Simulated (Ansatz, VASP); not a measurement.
# HfO2 in two plane-wave programs

One calculation is typed for both programs; each brings its own data sets. How far apart do they land? The cell is taken from a series of runs on this material, whose earlier steps may have relaxed, scaled, displaced or heated it; both programs get it as it stands.

Calculated with Ansatz 0.2.0; plane waves, with VASP 6.6.1 beside it; zone-centre phonons at LDA.

### 1. The structure

Symmetry: Fm-3m, No. 225, cubic system. Conventional cell: a = 4.997 Å, b = 4.997 Å, c = 4.997 Å, α = 90.00°, β = 90.00°, γ = 90.00°. Hf has 8 O at 2.16 Å nearest. O has 4 Hf at 2.16 Å nearest. Farther neighbours and most contacts between anions are not listed.

### 2. VASP: zone-centre phonons, LDA

Second derivatives magnify differences that forces hide, and they need a tight electronic threshold.

Lines of VASP's logs that name or quote its potential files are left out, and so is its time.

File INCAR:

```
SYSTEM = HfO2
PREC = Accurate
ENCUT = 600
EDIFF = 1E-08
NELM = 120
ISMEAR = 0
SIGMA = 0.01
LREAL = .FALSE.
ALGO = Normal
GGA = CA
NBANDS = 17
LASPH = .TRUE.
LORBIT = 11
LWAVE = .FALSE.
LCHARG = .FALSE.
ISIF = 2
IBRION = 8
LEPSILON = .TRUE.
GGA_COMPAT = .FALSE.
EFERMI = MIDGAP
KPAR = 2
```

File POSCAR:

```
HfO2
1.0
    0.0000000000      2.4983323619      2.4983323619
    2.4983323619      0.0000000000      2.4983323619
    2.4983323619      2.4983323619      0.0000000000
Hf O
1 2
Direct
    0.0000000000      0.0000000000      0.0000000000
    0.2500000000      0.2500000000      0.2500000000
    0.7500000000      0.7500000000      0.7500000000
```

File KPOINTS:

```
Automatic mesh
0
Gamma
8 8 8
0 0 0
```

The projector-augmented-wave data sets are Hf_pv and O (LDA family, release 64).

Launch:

```bash
$ mpirun -np 2 vasp_std
```

Log:

```text
[banner, memory and clock lines left out]
running    2 mpi-ranks, on    1 nodes
 distrk:  each k-point on    1 cores,    2 groups
 distr:  one band on    1 cores,    1 groups

 POSCAR found type information on POSCAR HfO
 POSCAR found :  2 types and       3 ions
 LDA part: xc-table for (Slater(with rela. corr.)+CA(PZ))
 , standard interpolation
 POSCAR, INCAR and KPOINTS ok, starting setup
 FFT: planning ... GRIDC
 FFT: planning ... GRID_SOFT
 FFT: planning ... GRID
 WAVECAR not read
 entering main loop
       N       E                     dE             d eps       ncg     rms          rms(c)
DAV:   1     0.969886996766E+02    0.96989E+02   -0.13857E+04   986   0.144E+03
DAV:   2    -0.349185029298E+02   -0.13191E+03   -0.12837E+03  1311   0.316E+02
DAV:   3    -0.386464797980E+02   -0.37280E+01   -0.37190E+01  1139   0.478E+01
DAV:   4    -0.386663207630E+02   -0.19841E-01   -0.19838E-01  1292   0.384E+00
DAV:   5    -0.386664384013E+02   -0.11764E-03   -0.11763E-03  1162   0.273E-01    0.543E+01
DAV:   6    -0.332912332425E+02    0.53752E+01   -0.22222E+01  1019   0.340E+01    0.461E+01
DAV:   7    -0.331397092839E+02    0.15152E+00   -0.70314E-01  1122   0.723E+00    0.304E+01
DAV:   8    -0.330905185024E+02    0.49191E-01   -0.21323E-01  1014   0.435E+00    0.788E+00
DAV:   9    -0.330757886365E+02    0.14730E-01   -0.39899E-02  1039   0.176E+00    0.246E+00
DAV:  10    -0.330754867794E+02    0.30186E-03   -0.21539E-03  1236   0.361E-01    0.654E-02
DAV:  11    -0.330754773555E+02    0.94239E-05   -0.12306E-04  1174   0.898E-02    0.663E-02
DAV:  12    -0.330754778663E+02   -0.51084E-06   -0.66835E-06  1257   0.203E-02    0.206E-02
DAV:  13    -0.330754779174E+02   -0.51089E-07   -0.17820E-07  1215   0.378E-03    0.310E-03
DAV:  14    -0.330754779194E+02   -0.20516E-08   -0.32248E-09   802   0.555E-04
   1 F= -.33075478E+02 E0= -.33075478E+02  d E =0.000000E+00
 Linear response reoptimize wavefunctions to high precision
DAV:   1    -0.330754779196E+02   -0.15916E-09   -0.11716E-09   879   0.320E-04
DAV:   2    -0.330754779196E+02    0.52751E-10   -0.12922E-10   565   0.932E-05
 Linear response G [H, r] |phi>, progress :
  Direction:   1
       N       E                     dE             d eps       ncg     rms
RMM:   1    -0.921046902158E+02   -0.92105E+02    0.74145E+02  1448   0.189E+02
RMM:   2    -0.899064723189E+02    0.21982E+01   -0.19656E+01  1592   0.299E+01
RMM:   3    -0.899430812941E+02   -0.36609E-01   -0.92701E-01  1971   0.401E+00
RMM:   4    -0.899517783870E+02   -0.86971E-02   -0.68994E-02  2032   0.866E-01
RMM:   5    -0.899524647698E+02   -0.68638E-03   -0.37318E-03  2042   0.190E-01
RMM:   6    -0.899525005626E+02   -0.35793E-04   -0.36770E-04  2038   0.489E-02
RMM:   7    -0.899525027156E+02   -0.21529E-05    0.32061E-04  2045   0.144E-02
RMM:   8    -0.899525024545E+02    0.26106E-06    0.79942E-04  1877   0.508E-03
RMM:   9    -0.899525035621E+02   -0.11076E-05    0.57536E-04  1790   0.301E-03
RMM:  10    -0.899525024656E+02    0.10965E-05    0.19213E-04  1734   0.243E-03
RMM:  11    -0.899525024455E+02    0.20052E-07    0.15381E-04  1533   0.227E-03
RMM:  12    -0.899525028913E+02   -0.44575E-06   -0.64204E-05  1372   0.218E-03
RMM:  13    -0.899525021454E+02    0.74589E-06    0.25338E-04  1327   0.217E-03
RMM:  14    -0.899525023276E+02   -0.18220E-06    0.67937E-05  1319   0.214E-03
 Linear response G [H, r] |phi>, progress :
  Direction:   2
       N       E                     dE             d eps       ncg     rms
RMM:   1    -0.888629632385E+02   -0.88863E+02    0.78710E+02  1453   0.188E+02
RMM:   2    -0.862317236727E+02    0.26312E+01   -0.20051E+01  1598   0.304E+01
RMM:   3    -0.862553494205E+02   -0.23626E-01   -0.79394E-01  1974   0.397E+00
RMM:   4    -0.862625979031E+02   -0.72485E-02   -0.48349E-02  2023   0.838E-01
RMM:   5    -0.862631492507E+02   -0.55135E-03   -0.44481E-03  2037   0.201E-01
RMM:   6    -0.862631934283E+02   -0.44178E-04   -0.62158E-04  2023   0.555E-02
RMM:   7    -0.862631934398E+02   -0.11438E-07   -0.20161E-04  2039   0.157E-02
RMM:   8    -0.862631944442E+02   -0.10044E-05    0.36867E-04  1860   0.622E-03
RMM:   9    -0.862631958262E+02   -0.13820E-05    0.31351E-04  1782   0.384E-03
RMM:  10    -0.862631915420E+02    0.42842E-05    0.75320E-05  1711   0.313E-03
RMM:  11    -0.862631978200E+02   -0.62780E-05    0.24380E-03  1534   0.293E-03
RMM:  12    -0.862631971048E+02    0.71525E-06    0.30567E-03  1400   0.283E-03
RMM:  13    -0.862631969751E+02    0.12961E-06    0.29029E-03  1339   0.281E-03
RMM:  14    -0.862631969875E+02   -0.12354E-07    0.29493E-03  1310   0.279E-03
 Linear response G [H, r] |phi>, progress :
  Direction:   3
       N       E                     dE             d eps       ncg     rms
RMM:   1    -0.902273438333E+02   -0.90227E+02    0.60469E+02  1489   0.180E+02
RMM:   2    -0.911622146059E+02   -0.93487E+00   -0.14178E+01  1564   0.258E+01
RMM:   3    -0.911767905367E+02   -0.14576E-01   -0.75721E-01  1914   0.365E+00
[...]
RMM:   5    -0.403139007987E+00   -0.10004E-05   -0.26779E-06  1725   0.317E-03
RMM:   6    -0.403139143446E+00   -0.13546E-06   -0.23448E-07  1555   0.830E-04
RMM:   7    -0.403139152004E+00   -0.85575E-08   -0.85967E-08  1240   0.306E-04
 change of polarisation eV/A/(eV/A) component  1 :     0.806     0.012    -0.014
[...]
RMM:   8    -0.390272234136E+00   -0.96725E-05   -0.12181E-07  3733   0.182E-03    0.909E-04
RMM:   9    -0.390272654978E+00   -0.42084E-06   -0.50240E-08  3575   0.501E-04    0.381E-04
RMM:  10    -0.390273776185E+00   -0.11212E-05    0.11902E-10  3259   0.167E-04    0.735E-05
RMM:  11    -0.390273747746E+00    0.28440E-07   -0.45602E-08  2022   0.896E-05    0.809E-06
 change of polarisation eV/A/(eV/A) component  1 :     0.748     0.011    -0.002
 dielectric tensor                  component  1 :     5.338     0.066    -0.009
 Linear response to external field, progress :
  Direction:   2
       N       E                     dE             d eps       ncg     rms          rms(c)
RMM:   1    -0.383531221379E+00   -0.38353E+00   -0.15808E+00  4105   0.383E+00
RMM:   2    -0.391348408611E+00   -0.78172E-02   -0.11541E-02  3245   0.660E-01    0.162E+00
RMM:   3    -0.381369265462E+00    0.99791E-02   -0.68464E-03  3095   0.607E-01    0.840E-01
RMM:   4    -0.387630528651E+00   -0.62613E-02   -0.80736E-03  3287   0.651E-01    0.158E-01
RMM:   5    -0.389306358431E+00   -0.16758E-02   -0.23337E-04  3332   0.110E-01    0.760E-02
RMM:   6    -0.390199857556E+00   -0.89350E-03   -0.15522E-05  3533   0.277E-02    0.312E-02
RMM:   7    -0.390265890501E+00   -0.66033E-04   -0.15855E-06  3503   0.772E-03    0.667E-03
RMM:   8    -0.390275723923E+00   -0.98334E-05   -0.30943E-07  3739   0.186E-03    0.951E-04
RMM:   9    -0.390276098327E+00   -0.37440E-06   -0.23711E-07  3571   0.520E-04    0.398E-04
RMM:  10    -0.390277216090E+00   -0.11178E-05   -0.24603E-07  3258   0.189E-04    0.750E-05
RMM:  11    -0.390277190172E+00    0.25919E-07   -0.23213E-07  2047   0.114E-04    0.601E-06
 change of polarisation eV/A/(eV/A) component  2 :     0.010     0.748    -0.003
 dielectric tensor                  component  2 :     0.056     5.338    -0.020
 Linear response to external field, progress :
  Direction:   3
       N       E                     dE             d eps       ncg     rms          rms(c)
RMM:   1    -0.383488600553E+00   -0.38349E+00   -0.15804E+00  4096   0.383E+00
RMM:   2    -0.391346701115E+00   -0.78581E-02   -0.11611E-02  3243   0.661E-01    0.162E+00
RMM:   3    -0.381368587909E+00    0.99781E-02   -0.68389E-03  3091   0.606E-01    0.840E-01
RMM:   4    -0.387630480881E+00   -0.62619E-02   -0.80692E-03  3282   0.650E-01    0.158E-01
RMM:   5    -0.389302057849E+00   -0.16716E-02   -0.23220E-04  3326   0.110E-01    0.760E-02
RMM:   6    -0.390199129450E+00   -0.89707E-03   -0.15586E-05  3534   0.277E-02    0.310E-02
RMM:   7    -0.390265372106E+00   -0.66243E-04   -0.15875E-06  3508   0.770E-03    0.662E-03
RMM:   8    -0.390275111341E+00   -0.97392E-05   -0.31777E-07  3724   0.185E-03    0.924E-04
RMM:   9    -0.390275515486E+00   -0.40414E-06   -0.22076E-07  3578   0.519E-04    0.390E-04
RMM:  10    -0.390276640738E+00   -0.11253E-05   -0.94365E-08  3246   0.189E-04    0.752E-05
RMM:  11    -0.390276620432E+00    0.20306E-07   -0.25893E-07  2026   0.113E-04    0.767E-06
 change of polarisation eV/A/(eV/A) component  3 :     0.001     0.008     0.748
 dielectric tensor                  component  3 :     0.007     0.045     5.338
 Linear response DOF=           2
 Linear response progress:
  Degree of freedom:   1/  2
       N       E                     dE             d eps       ncg     rms          rms(c)
RMM:   1    -0.230399695849E+00   -0.23040E+00    0.22283E+00  2462   0.953E+00
RMM:   2    -0.222521072195E+00    0.78786E-02   -0.27782E-02  3024   0.114E+00    0.876E-01
RMM:   3    -0.221734449434E+00    0.78662E-03   -0.10150E-03  3653   0.151E-01    0.456E-01
RMM:   4    -0.221133129333E+00    0.60132E-03   -0.11165E-04  3959   0.592E-02    0.210E-01
RMM:   5    -0.220792394215E+00    0.34074E-03   -0.20256E-05  4093   0.276E-02    0.217E-02
RMM:   6    -0.220810046269E+00   -0.17652E-04   -0.24785E-06  3926   0.907E-03    0.169E-02
RMM:   7    -0.220814560107E+00   -0.45138E-05   -0.28947E-07  4354   0.218E-03    0.124E-02
RMM:   8    -0.220813348301E+00    0.12118E-05   -0.52011E-06  4124   0.824E-04    0.600E-04
RMM:   9    -0.220813025006E+00    0.32329E-06   -0.43243E-06  4497   0.324E-04    0.567E-05
RMM:  10    -0.220813340881E+00   -0.31588E-06   -0.24913E-06  4187   0.161E-04    0.161E-05
RMM:  11    -0.220813366690E+00   -0.25809E-07   -0.12911E-06  4430   0.107E-04    0.625E-05
RMM:  12    -0.220813373234E+00   -0.65442E-08   -0.60307E-07  4386   0.849E-05    0.393E-05
RMM:  13    -0.220813382554E+00   -0.93197E-08   -0.34991E-07  3849   0.763E-05    0.274E-05
RMM:  14    -0.220813386180E+00   -0.36256E-08   -0.15861E-07  3591   0.720E-05    0.177E-05
RMM:  15    -0.220813387916E+00   -0.17364E-08   -0.81669E-08  3278   0.702E-05    0.860E-06
 first order change of Fermi-energy   0.10940E-03
 force on displaced ion       1 direction 1 :  -6.226   0.000   0.000
 Born effective charge ion    1 direction 1 :   5.550   0.000   0.000
 Linear response progress:
  Degree of freedom:   2/  2
       N       E                     dE             d eps       ncg     rms          rms(c)
RMM:   1    -0.369414847520E+00   -0.36941E+00    0.23003E-01  6985   0.379E+00
RMM:   2    -0.358175049328E+00    0.11240E-01   -0.10246E-02  5017   0.683E-01    0.759E-01
RMM:   3    -0.359426705457E+00   -0.12517E-02   -0.90904E-04  4682   0.190E-01    0.453E-01
RMM:   4    -0.361565521927E+00   -0.21388E-02   -0.79468E-04  4767   0.184E-01    0.497E-02
RMM:   5    -0.361321056812E+00    0.24447E-03   -0.38315E-05  5522   0.366E-02    0.277E-02
RMM:   6    -0.361282393140E+00    0.38664E-04   -0.16689E-06  5832   0.623E-03    0.266E-02
RMM:   7    -0.361278531016E+00    0.38621E-05   -0.10270E-07  5776   0.163E-03    0.130E-02
RMM:   8    -0.361274255707E+00    0.42753E-05   -0.62739E-08  5438   0.191E-03    0.796E-03
RMM:   9    -0.361277016623E+00   -0.27609E-05   -0.13711E-08  5841   0.403E-04    0.239E-03
RMM:  10    -0.361277452063E+00   -0.43544E-06   -0.15606E-08  6237   0.121E-04    0.152E-04
RMM:  11    -0.361277382563E+00    0.69499E-07    0.11482E-08  6237   0.804E-05    0.702E-04
RMM:  12    -0.361277328876E+00    0.53687E-07   -0.29379E-08  6378   0.628E-05    0.166E-04
RMM:  13    -0.361277330586E+00   -0.17100E-08    0.24545E-08  6210   0.546E-05    0.126E-05
 first order change of Fermi-energy   0.15176E-04
 force on displaced ion       2 direction 1 : -12.048   0.000   0.000
 Born effective charge ion    2 direction 1 :  -2.775   0.000   0.000
 Born effective charges drift removed
 Linear response finished
```

(Continued in part 2 of 2.)

[Lines on the potential files, build, host, timing and source positions are cut from VASP's logs without a mark.]

[Logs are printed without paths, hosts, clocks, repeated set-up lines and the standing remarks that a program may print on its own settings, such as how far it seeks lower states.]

[Hosts, paths, dates, database ids (printed as entryN), source tags and the programs' standing remarks are cut or masked in the printed files.]
